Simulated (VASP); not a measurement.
Output of a VASP run:

File OSZICAR:
```
       N       E                     dE             d eps       ncg     rms          rms(c)
DAV:   1     0.376760122816E+03    0.37676E+03   -0.23658E+04  7680   0.331E+03
DAV:   2     0.597670949814E+02   -0.31699E+03   -0.31425E+03  8888   0.698E+02
DAV:   3     0.429733288113E+02   -0.16794E+02   -0.16712E+02 10624   0.198E+02
DAV:   4     0.424280611827E+02   -0.54527E+00   -0.54471E+00 10264   0.376E+01
DAV:   5     0.424084303329E+02   -0.19631E-01   -0.19621E-01 13120   0.545E+00    0.107E+01
DAV:   6    -0.159984399207E+02   -0.58407E+02   -0.13466E+02  7680   0.122E+02    0.186E+01
DAV:   7    -0.186504348156E+02   -0.26520E+01   -0.46288E+00  8272   0.303E+01    0.195E+01
DAV:   8    -0.229865145016E+02   -0.43361E+01   -0.34102E+00  8536   0.226E+01    0.273E+01
DAV:   9    -0.183781329765E+02    0.46084E+01   -0.75335E+00  8032   0.342E+01    0.143E+01
DAV:  10    -0.171597555239E+02    0.12184E+01   -0.15568E+00  8656   0.127E+01    0.105E+01
DAV:  11    -0.164892661022E+02    0.67049E+00   -0.55439E+00  8224   0.257E+01    0.189E+00
DAV:  12    -0.169282274374E+02   -0.43896E+00   -0.24858E+00  9080   0.158E+01    0.533E+00
DAV:  13    -0.165893736129E+02    0.33885E+00   -0.12070E+00  8936   0.124E+01    0.377E+00
DAV:  14    -0.165695400320E+02    0.19834E-01   -0.11840E-01 10384   0.235E+00    0.538E+00
DAV:  15    -0.165898979111E+02   -0.20358E-01   -0.11621E+00 10128   0.739E+00    0.257E+00
DAV:  16    -0.165674831752E+02    0.22415E-01   -0.42477E-02  9072   0.183E+00    0.251E+00
DAV:  17    -0.165613468905E+02    0.61363E-02   -0.24636E-03 11352   0.435E-01    0.243E+00
DAV:  18    -0.165314746830E+02    0.29872E-01   -0.73715E-02  8352   0.295E+00    0.173E+00
DAV:  19    -0.165204864440E+02    0.10988E-01   -0.77994E-02  8336   0.297E+00    0.456E-01
DAV:  20    -0.165207216929E+02   -0.23525E-03   -0.71404E-04  9152   0.304E-01    0.153E-01
DAV:  21    -0.165215831178E+02   -0.86142E-03   -0.34169E-03  9184   0.556E-01    0.247E-01
DAV:  22    -0.165212701494E+02    0.31297E-03   -0.81038E-04  9104   0.304E-01    0.163E-01
DAV:  23    -0.165211266962E+02    0.14345E-03   -0.74543E-04  9488   0.266E-01    0.116E-01
DAV:  24    -0.165211278107E+02   -0.11145E-05   -0.68509E-04 10208   0.204E-01    0.634E-02
DAV:  25    -0.165211701985E+02   -0.42388E-04   -0.38808E-04 10672   0.117E-01    0.559E-02
DAV:  26    -0.165211260357E+02    0.44163E-04   -0.27720E-04  9520   0.128E-01    0.198E-02
DAV:  27    -0.165211135142E+02    0.12522E-04   -0.44874E-05 10384   0.472E-02    0.104E-02
DAV:  28    -0.165211080494E+02    0.54648E-05   -0.91049E-06 10808   0.195E-02    0.423E-03
DAV:  29    -0.165211076519E+02    0.39750E-06   -0.45844E-07  7768   0.464E-03    0.275E-03
DAV:  30    -0.165211074257E+02    0.22619E-06   -0.97530E-08  4080   0.205E-03    0.579E-04
DAV:  31    -0.165211078593E+02   -0.43365E-06   -0.36206E-08  3856   0.204E-03    0.190E-04
DAV:  32    -0.165211076963E+02    0.16304E-06   -0.33621E-08  3888   0.139E-03    0.200E-04
DAV:  33    -0.165211078376E+02   -0.14130E-06   -0.75720E-09  3856   0.863E-04    0.169E-04
DAV:  34    -0.165211077570E+02    0.80540E-07   -0.33432E-09  3840   0.531E-04
   1 F= -.16521108E+02 E0= -.16521108E+02  d E =0.000000E+00  mag=    -0.0000
       N       E                     dE             ncg
```

**OUTCAR**
```
------------------------ aborting loop because EDIFF is reached ----------------------------------------
  FORCE on cell =-STRESS in cart. coord.  units (eV):
  Direction    XX          YY          ZZ          XY          YZ          ZX
  --------------------------------------------------------------------------------------
  Total        0.0164838      0.0164838      0.0164838     -0.0000000      0.0000000     -0.0000000
  in kB        1.1528673      1.1528673      1.1528673     -0.0000000      0.0000000     -0.0000000
  external PRESSURE =       1.1528673 kB  Pullay stress =       0.0000000 kB
  volume of cell :       22.91
      direct lattice vectors                 reciprocal lattice vectors
     2.840070361  0.000000000  0.000000000     0.352103953  0.000000000  0.000000000
     0.000000000  2.840070361  0.000000000     0.000000000  0.352103953  0.000000000
     0.000000000  0.000000000  2.840070361     0.000000000  0.000000000  0.352103953
 POSITION                                       TOTAL-FORCE (eV/Angst)
 -----------------------------------------------------------------------------------
      0.00000      0.00000      0.00000         0.000000      0.000000      0.000000
      1.42004      1.42004      1.42004        -0.000000     -0.000000     -0.000000
 -----------------------------------------------------------------------------------
    total drift:                                0.000000      0.000000     -0.000000
  FREE ENERGIE OF THE ION-ELECTRON SYSTEM (eV)
  ---------------------------------------------------
  free  energy   TOTEN  =       -16.5211077570 eV

  energy  without entropy=      -16.5211077570  energy(sigma->0) =      -16.52110776

 total charge

# of ion       s       p       d       tot
------------------------------------------
    1        0.440   6.402   4.209  11.051
    2        0.440   6.402   4.209  11.051
--------------------------------------------------
tot          0.880  12.804   8.417  22.101

 magnetization (x)

# of ion       s       p       d       tot
------------------------------------------
    1       -0.016   0.009   1.201   1.195
    2        0.016  -0.009  -1.201  -1.195
--------------------------------------------------
tot          0.000   0.000   0.000   0.000
```
(Selected blocks of OUTCAR.)

POSCAR:
```
Cr
1
    2.8400703610    -0.0000000000    -0.0000000000
   -0.0000000000     2.8400703610    -0.0000000000
   -0.0000000000    -0.0000000000     2.8400703610
Cr
2
Direct
  0.0000000000   0.0000000000   0.0000000000
  0.5000000000   0.5000000000   0.5000000000
```

Question: Reconstruct the remaining input files.

Answer: One answer among several that fit: the input of the run itself, revTPSS meta-GGA, plane waves, VASP's PBE PAW potentials (set 64).

**KPOINTS**
```
Automatic mesh
0
Gamma
 14 14 14
```

KPOINTS_OPT:
```
k-points along high-symmetry lines
10
Line-mode
Reciprocal
  0.000000   0.000000   0.000000 ! GAMMA
  0.000000   0.500000   0.000000 ! X

  0.000000   0.500000   0.000000 ! X
  0.500000   0.500000   0.000000 ! M

  0.500000   0.500000   0.000000 ! M
  0.000000   0.000000   0.000000 ! GAMMA

  0.000000   0.000000   0.000000 ! GAMMA
  0.500000   0.500000   0.500000 ! R

  0.500000   0.500000   0.500000 ! R
  0.000000   0.500000   0.000000 ! X

  0.500000   0.500000   0.500000 ! R
  0.500000   0.500000   0.000000 ! M
```

INCAR:
```
SYSTEM  =  Cr
PREC  =  Accurate; ENCUT  =  520; LREAL  =  .False.
LASPH  =  .True.
EDIFF  =  1E-7; NELM  =  100; ALGO  =  Normal
LMAXMIX  =  4; LMIXTAU  =  .True.
ISMEAR  =  -5
METAGGA  =  RTPSS
MAGMOM  =  1.2 -1.2
ISPIN  =  2
ISIF  =  2
LWAVE  =  .False.; LCHARG  =  .False.; LORBIT  =  11
NEDOS  =  601
```

POTCAR, in this order: Cr_pv (PBE.64 set). Program: vasp_std.

For a metal the tetrahedron method with Blöchl corrections gives inexact stress and forces.

The compound is Cr in the bcc, AFM order structure. It was relaxed first.
